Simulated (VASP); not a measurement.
Here is the system:

```
MgSe
1.0
    0.00000     2.61789     2.61789
    2.61789     0.00000     2.61789
    2.61789     2.61789     0.00000
Mg Se
1 1
Cartesian
  0.00000   0.00000   0.00000
  2.61789   2.61789   2.61789
```

Computed with PBEsol GGA, VASP's PBE PAW potentials (set 64) (plane waves; VASP). Run with 500 eV cut-off, 9×9×9 Γ-centred mesh, Gaussian smearing of 0.050 eV, potentials Mg Se.

Energy and stress use the plane-wave basis of the starting cell.

Q: The ions, cell shape and volume at an external pressure of 20.0 GPa are relaxed. Which structure does the run end with?

A: 
```
MgSe
1.0
    0.00000     2.54820     2.54820
    2.54820     0.00000     2.54820
    2.54820     2.54820     0.00000
Mg Se
1 1
Direct
  0.00000   0.00000   0.00000
  0.50000   0.50000   0.50000
```
Space group Fm-3m (225), at a tolerance of 0.03 Å.

Q: How do energy and volume change from the first to the last step?

A: The energy (σ→0) changes by +127.1 meV/atom and the volume by -7.8 %, in 3 ionic steps.

| step | E(σ→0) (eV) | max force (eV/Å) | pressure (GPa) | volume (Å³) |
|---|---|---|---|---|
| 1 | -7.9782 | 0.000 | 9.99 | 35.88 |
| 2 | -7.2757 | 0.000 | 33.83 | 30.37 |
| 3 | -7.7240 | 0.000 | 19.83 | 33.09 |

The compound is MgSe in the rock salt structure. This run relaxes it under an external pressure of 20 GPa. Symmetry was kept, so distortions that lower it aren't found.
